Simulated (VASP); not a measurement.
Given:

```
CELL_PARAMETERS angstrom
      4.01809     0.00000     0.00000
      0.00000     4.01809     0.00000
      0.00000     0.00000     9.08561
ATOMIC_POSITIONS crystal
  Ca 0.00000 0.50000 0.13447
  Ca 0.50000 0.00000 0.86553
  H  0.50000 0.50000 0.00000
  H  0.00000 0.00000 0.00000
  I  0.00000 0.50000 0.69090
  I  0.50000 0.00000 0.30910
```

Level of theory: r2SCAN meta-GGA, VASP's PBE PAW potentials (set 64) (plane waves; VASP). Run with 400 eV cut-off, 6×6×3 Γ-centred mesh, tetrahedra with Blöchl corrections, potentials Ca_sv H I.

The cores are frozen, which limits the accuracy of field gradients.

Question: Give the principal components of the electric field gradient (V/Å²) and the asymmetry η at each nucleus.

Answer: 
```
atom   Vxx   Vyy    Vzz     η
----  ----  ----  -----  ----
Ca1   -6.8  -6.8   13.6  0.00
Ca2   -6.8  -6.8   13.6  0.00
H3     0.3   0.3   -0.6  0.00
H4     0.3   0.3   -0.6  0.00
I5     5.8   5.8  -11.7  0.00
I6     5.8   5.8  -11.7  0.00
```

The structure comes from a computed database's CaHI entry (P4/nmm); how it stands against other phases isn't given here. It was relaxed first.
